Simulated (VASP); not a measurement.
Calculation: PBEsol GGA, VASP's PBE PAW potentials (set 64) (plane waves; VASP).

VASP input:

### INCAR
```
SYSTEM=Zr
PREC=Accurate; ENCUT=480; LREAL=.FALSE.
LASPH=.TRUE.
EDIFF=1E-7; NELM=100; ALGO=Normal
LMAXMIX=4
ISMEAR=1; SIGMA=0.1
GGA=PS
ISIF=2
LWAVE=.FALSE.; LCHARG=.FALSE.
```

File POSCAR:
```
Zr
1
    1.5897709219    -2.7535639574     0.0000000000
    1.5897709219     2.7535639574     0.0000000000
    0.0000000000     0.0000000000     5.1253340678
Zr
2
Direct
  0.3333330000   0.6666670000   0.2500000000
  0.6666670000   0.3333330000   0.7500000000
```

**KPOINTS**
```
Automatic mesh
0
Gamma
12 12 8
0 0 0
```

POTCAR, in this order: Zr_sv (PBE.64 set). Program: vasp_std.

Question: What does the run give for the energy per atom (σ→0), band gap (on the k-mesh)?

Answer: 
```
Item                                                        Result
------------------------  ----------------------------------------
energy per atom (σ→0)                               -9.079 eV/atom
band gap (on the k-mesh)  none (metal, semimetal or under 0.01 eV)
```

### OSZICAR
```
...
DAV:   6    -0.182862681491E+02    0.65773E+00   -0.10006E+00  3152   0.878E+00    0.648E+00
DAV:   7    -0.181539276053E+02    0.13234E+00   -0.66869E-01  4456   0.616E+00    0.115E+00
DAV:   8    -0.181580664875E+02   -0.41389E-02   -0.37401E-02  3968   0.172E+00    0.310E-01
DAV:   9    -0.181584056789E+02   -0.33919E-03   -0.18502E-03  3776   0.459E-01    0.324E-02
DAV:  10    -0.181583736472E+02    0.32032E-04   -0.53586E-05  4696   0.471E-02    0.250E-02
DAV:  11    -0.181583748020E+02   -0.11548E-05   -0.98809E-06  3328   0.418E-02    0.261E-03
DAV:  12    -0.181583747175E+02    0.84468E-07   -0.38415E-07  3224   0.470E-03
   1 F= -.18158375E+02 E0= -.18158210E+02  d E =-.493539E-03
```

The compound is Zr in the hcp structure. It was relaxed first.
